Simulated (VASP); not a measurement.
An input for Quantum ESPRESSO's pw.x (written as the equivalent of a VASP run, and not itself run):

```
&CONTROL
  calculation = 'vc-relax'
  pseudo_dir = './pseudo'
  outdir = './out'
  tprnfor = .true.
  tstress = .true.
  nstep = 60
  forc_conv_thr = 0.00078
/
&SYSTEM
  ibrav = 0
  nat = 3
  ntyp = 2
  ecutwfc = 86
  occupations = 'smearing'
  smearing = 'methfessel-paxton'
  degauss = 0.00735
  input_dft = 'pw91'
/
&ELECTRONS
  conv_thr = 7.3e-08
  electron_maxstep = 100
/
&IONS
/
&CELL
/
ATOMIC_SPECIES
  Ti 47.867 Ti.upf
  Se 78.971 Se.upf
CELL_PARAMETERS angstrom
     1.7693715   -3.0646415    0.0000000
     1.7693715    3.0646415   -0.0000000
    -0.0000000    0.0000000    6.7647938
ATOMIC_POSITIONS crystal
  Ti   0.0000000  0.0000000  0.0000000
  Se   0.3333330  0.6666670  0.2288937
  Se   0.6666670  0.3333330  0.7711063
K_POINTS automatic
  9 9 4 0 0 0
```

Question: Write the VASP files for the same calculation (PW91).

Answer: This is not unique; one that fits is 
File KPOINTS:
```
Automatic
0
G
  9 9 4
```

### POSCAR
```
TiSe2
1
    1.7693715447    -3.0646414833     0.0000000000
    1.7693715447     3.0646414833    -0.0000000000
   -0.0000000000     0.0000000000     6.7647938438
Ti Se
1 2
Direct
  0.0000000000   0.0000000000   0.0000000000
  0.3333330000   0.6666670000   0.2288936846
  0.6666670000   0.3333330000   0.7711063154
```

INCAR:
```
# general
SYSTEM  = TiSe2
PREC    = Accurate
ENCUT   = 520
LREAL   = .FALSE.   # projection in real space or not
LASPH   = .TRUE.   # aspherical one-centre terms

# electronic loop
EDIFF   = 1E-6   # SCF stop (eV)
NELM    = 100   # most electronic steps
ALGO    = Normal   # blocked Davidson
LMAXMIX = 4   # l cut-off of mixed one-centre charges

# smearing
ISMEAR  = 1
SIGMA   = 0.1   # width (eV)

# functional
GGA     = 91   # PW91

# ions
IBRION  = 2   # conjugate gradients
NSW     = 60   # most ionic steps
ISIF    = 3   # ions, shape and volume
EDIFFG  = -0.02

# output
LWAVE   = .FALSE.
LCHARG  = .FALSE.
```

POTCAR, in this order: Ti_sv Se (PBE.64 set). Program: vasp_std.

Limits of the translation: the potentials are each code's own (VASP's PAW set, PseudoDojo norm-conserving files in pw.x), so ENCUT and ecutwfc are chosen apart and not converted; conv_thr bounds pw.x's estimated SCF error, while EDIFF bounds the energy change between steps; forc_conv_thr acts on force components and is met together with etot_conv_thr.

The compound is TiSe2 in the 1T layered structure. This run relaxes it. Symmetry was kept, so distortions that lower it aren't found. The start is the result of an earlier pass.
